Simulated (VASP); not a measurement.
Computed with PBEsol GGA, VASP's PBE PAW potentials (set 64) (plane waves; VASP 6.6.1).

Input for VASP

**INCAR**
```
! general
SYSTEM  = MoS
PREC    = Accurate
ENCUT   = 400
LREAL   = .FALSE.
LASPH   = .TRUE.

! electronic loop
EDIFF   = 1E-6   ! SCF stop (eV)
NELM    = 100
ALGO    = Normal
LMAXMIX = 4   ! l cut-off of mixed one-centre charges

! smearing
ISMEAR  = 1   ! Methfessel-Paxton
SIGMA   = 0.1

! functional
GGA     = PS

! ions
IBRION  = 2
NSW     = 60   ! most ionic steps
ISIF    = 3
EDIFFG  = -0.01   ! ionic stop

! output
LWAVE   = .FALSE.
LCHARG  = .FALSE.
```

File KPOINTS:
```
Regular mesh
0
Gamma
10 10 10
```

File POSCAR:
```
MoS
1.0
  0.0000000000   2.7972000000   2.7972000000
  2.7972000000   0.0000000000   2.7972000000
  2.7972000000   2.7972000000   0.0000000000
Mo S
1 1
Cartesian
  0.0000000000   0.0000000000   0.0000000000
  2.7972000000   2.7972000000   2.7972000000
```

POTCAR, in this order: Mo_sv S (PBE.64 set). Program: vasp_std.

What VASP printed:

**OSZICAR**
```
       N       E                     dE             d eps       ncg     rms          rms(c)
DAV:   1     0.107350202718E+03    0.10735E+03   -0.93533E+03  1364   0.111E+03
DAV:   2    -0.111772393031E+02   -0.11853E+03   -0.11669E+03  1700   0.299E+02
DAV:   3    -0.149064918808E+02   -0.37293E+01   -0.36521E+01  1592   0.479E+01
DAV:   4    -0.149501261838E+02   -0.43634E-01   -0.43576E-01  1466   0.542E+00
DAV:   5    -0.149506175604E+02   -0.49138E-03   -0.49136E-03  1514   0.573E-01    0.884E+00
DAV:   6    -0.140947134193E+02    0.85590E+00   -0.65829E+00  1328   0.167E+01    0.382E+00
DAV:   7    -0.139971361165E+02    0.97577E-01   -0.52139E-01  1424   0.548E+00    0.206E+00
DAV:   8    -0.139897805754E+02    0.73555E-02   -0.43252E-02  1532   0.147E+00    0.464E-01
DAV:   9    -0.139897769526E+02    0.36228E-05   -0.72006E-04  1550   0.286E-01    0.213E-01
DAV:  10    -0.139898165149E+02   -0.39562E-04   -0.39409E-04  1400   0.192E-01    0.428E-02
DAV:  11    -0.139898166332E+02   -0.11824E-06   -0.41061E-05  1346   0.587E-02    0.120E-02
DAV:  12    -0.139898158199E+02    0.81329E-06   -0.27122E-06  1036   0.130E-02
   1 F= -.13989816E+02 E0= -.13989522E+02  d E =-.139898E+02
       N       E                     dE             d eps       ncg     rms          rms(c)
DAV:   1    -0.105920906324E+03   -0.91931E+02   -0.21888E+03  1316   0.467E+02    0.174E+02
DAV:   2    -0.247968835764E+02    0.81124E+02   -0.18526E+02  1376   0.184E+02    0.234E+01
DAV:   3    -0.153510317692E+02    0.94459E+01   -0.26895E+01  1460   0.566E+01    0.332E+01
DAV:   4    -0.150503738920E+02    0.30066E+00   -0.86671E+00  1388   0.203E+01    0.102E+01
DAV:   5    -0.145936810464E+02    0.45669E+00   -0.86422E-01  1472   0.102E+01    0.865E+00
DAV:   6    -0.143690695154E+02    0.22461E+00   -0.72856E-01  1478   0.690E+00    0.348E+00
DAV:   7    -0.143649492280E+02    0.41203E-02   -0.11209E-01  1592   0.318E+00    0.940E-01
DAV:   8    -0.143628248772E+02    0.21244E-02   -0.69880E-03  1406   0.768E-01    0.200E-01
DAV:   9    -0.143628053748E+02    0.19502E-04   -0.38198E-04  1508   0.151E-01    0.192E-01
DAV:  10    -0.143628034799E+02    0.18950E-05   -0.51554E-05  1550   0.698E-02    0.167E-02
DAV:  11    -0.143628034746E+02    0.52132E-08   -0.49432E-07   814   0.864E-03
   2 F= -.14362803E+02 E0= -.14363035E+02  d E =-.372988E+00
       N       E                     dE             d eps       ncg     rms          rms(c)
DAV:   1    -0.356567025688E+02   -0.21294E+02   -0.46174E+02  1346   0.265E+02    0.442E+01
DAV:   2    -0.205909988065E+02    0.15066E+02   -0.21388E+02  1346   0.108E+02    0.320E+01
DAV:   3    -0.166911021346E+02    0.38999E+01   -0.85219E+00  1376   0.225E+01    0.198E+01
DAV:   4    -0.161951285516E+02    0.49597E+00   -0.69738E+00  1334   0.147E+01    0.714E+00
DAV:   5    -0.159732896395E+02    0.22184E+00   -0.80237E-01  1408   0.685E+00    0.466E+00
DAV:   6    -0.159820809974E+02   -0.87914E-02   -0.27123E-02  1430   0.135E+00    0.230E+00
DAV:   7    -0.159809373786E+02    0.11436E-02   -0.14333E-02  1544   0.103E+00    0.141E-01
DAV:   8    -0.159809418604E+02   -0.44818E-05   -0.65785E-04  1430   0.191E-01    0.115E-01
DAV:   9    -0.159809409330E+02    0.92732E-06   -0.87736E-06  1478   0.254E-02
   3 F= -.15980941E+02 E0= -.15980391E+02  d E =-.199113E+01
       N       E                     dE             d eps       ncg     rms          rms(c)
DAV:   1    -0.160318070105E+02   -0.50865E-01   -0.10877E+00  1346   0.120E+01    0.214E+00
DAV:   2    -0.159908740381E+02    0.40933E-01   -0.17350E-01  1352   0.405E+00    0.412E-01
DAV:   3    -0.159876059505E+02    0.32681E-02   -0.67240E-03  1388   0.663E-01    0.154E-01
DAV:   4    -0.159872300192E+02    0.37593E-03   -0.25094E-03  1472   0.451E-01    0.136E-01
DAV:   5    -0.159872869584E+02   -0.56939E-04   -0.58437E-05  1424   0.661E-02    0.563E-02
DAV:   6    -0.159873004306E+02   -0.13472E-04   -0.31680E-05  1454   0.427E-02    0.998E-03
DAV:   7    -0.159873004631E+02   -0.32498E-07   -0.16151E-06   980   0.990E-03
   4 F= -.15987300E+02 E0= -.15986806E+02  d E =-.199748E+01
       N       E                     dE             d eps       ncg     rms          rms(c)
DAV:   1    -0.160035813936E+02   -0.16281E-01   -0.39159E-01  1346   0.726E+00    0.129E+00
DAV:   2    -0.159890816461E+02    0.14500E-01   -0.61062E-02  1340   0.241E+00    0.248E-01
DAV:   3    -0.159879246068E+02    0.11570E-02   -0.23745E-03  1400   0.397E-01    0.910E-02
DAV:   4    -0.159877963670E+02    0.12824E-03   -0.87764E-04  1466   0.266E-01    0.814E-02
DAV:   5    -0.159878190601E+02   -0.22693E-04   -0.21037E-05  1442   0.395E-02    0.340E-02
DAV:   6    -0.159878257600E+02   -0.66998E-05   -0.11481E-05  1430   0.256E-02    0.583E-03
DAV:   7    -0.159878257522E+02    0.77648E-08   -0.61198E-07   736   0.620E-03
   5 F= -.15987826E+02 E0= -.15987362E+02  d E =-.199801E+01
       N       E                     dE             d eps       ncg     rms          rms(c)
DAV:   1    -0.159954347951E+02   -0.76090E-02   -0.19157E-01  1346   0.509E+00    0.871E-01
DAV:   2    -0.159883701649E+02    0.70646E-02   -0.30324E-02  1340   0.169E+00    0.179E-01
DAV:   3    -0.159877917724E+02    0.57839E-03   -0.11878E-03  1400   0.278E-01    0.651E-02
DAV:   4    -0.159877201821E+02    0.71590E-04   -0.44445E-04  1460   0.188E-01    0.543E-02
DAV:   5    -0.159877235243E+02   -0.33421E-05   -0.10999E-05  1460   0.280E-02    0.251E-02
DAV:   6    -0.159877216072E+02    0.19171E-05   -0.58191E-06  1412   0.183E-02    0.377E-03
DAV:   7    -0.159877215969E+02    0.10265E-07   -0.32940E-07   700   0.465E-03
   6 F= -.15987722E+02 E0= -.15987236E+02  d E =0.104155E-03
       N       E                     dE             d eps       ncg     rms          rms(c)
DAV:   1    -0.159905720818E+02   -0.28505E-02   -0.65647E-02  1346   0.297E+00    0.520E-01
DAV:   2    -0.159881374743E+02    0.24346E-02   -0.10279E-02  1340   0.987E-01    0.103E-01
DAV:   3    -0.159879438887E+02    0.19359E-03   -0.40041E-04  1400   0.163E-01    0.374E-02
DAV:   4    -0.159879241414E+02    0.19747E-04   -0.14816E-04  1466   0.109E-01    0.327E-02
DAV:   5    -0.159879293813E+02   -0.52399E-05   -0.35726E-06  1430   0.162E-02    0.142E-02
DAV:   6    -0.159879316835E+02   -0.23022E-05   -0.19001E-06  1178   0.105E-02    0.219E-03
DAV:   7    -0.159879316841E+02   -0.57116E-09   -0.10520E-07   664   0.274E-03
   7 F= -.15987932E+02 E0= -.15987459E+02  d E =-.105932E-03
```

File OUTCAR:
```
------------------------ aborting loop because EDIFF is reached ----------------------------------------
  FORCE on cell =-STRESS in cart. coord.  units (eV):
  Direction    XX          YY          ZZ          XY          YZ          ZX
  --------------------------------------------------------------------------------------
  Total        0.0005291      0.0005291      0.0005291      0.0000000      0.0000000      0.0000000
  in kB        0.0288677      0.0288677      0.0288677      0.0000000      0.0000000      0.0000000
  external PRESSURE =       0.0288677 kB  Pullay stress =       0.0000000 kB
  volume of cell :       29.36
      direct lattice vectors                 reciprocal lattice vectors
    -0.000000000  2.448666356  2.448666356    -0.204192784  0.204192784  0.204192784
     2.448666356 -0.000000000  2.448666356     0.204192784 -0.204192784  0.204192784
     2.448666356  2.448666356 -0.000000000     0.204192784  0.204192784 -0.204192784
 POSITION                                       TOTAL-FORCE (eV/Angst)
 -----------------------------------------------------------------------------------
      0.00000      0.00000     -0.00000         0.000000      0.000000      0.000000
      2.44867      2.44867      2.44867        -0.000000      0.000000     -0.000000
 -----------------------------------------------------------------------------------
    total drift:                               -0.000000      0.000000      0.000000
  FREE ENERGIE OF THE ION-ELECTRON SYSTEM (eV)
  ---------------------------------------------------
  free  energy   TOTEN  =       -15.9879316841 eV

  energy  without entropy=      -15.9865131368  energy(sigma->0) =      -15.98745883

 reached required accuracy - stopping structural energy minimisation
```
(Selected blocks of OUTCAR.)

File CONTCAR:
```
MoS
   1.00000000000000
    -0.0000000000000000    2.4486663563949520    2.4486663563949520
     2.4486663563949520   -0.0000000000000000    2.4486663563949520
     2.4486663563949520    2.4486663563949520   -0.0000000000000000
  Mo              S
     1     1
Direct
     0.0000000000000000    0.0000000000000000    0.0000000000000000
     0.5000000000000000    0.5000000000000000    0.5000000000000000
```

Energy and stress use the plane-wave basis of the starting cell.

The structure was generated: MoS was put into the rock salt type (Fm-3m), which need not be its known phase. This run relaxes it. Symmetry was kept, so distortions that lower it aren't found.
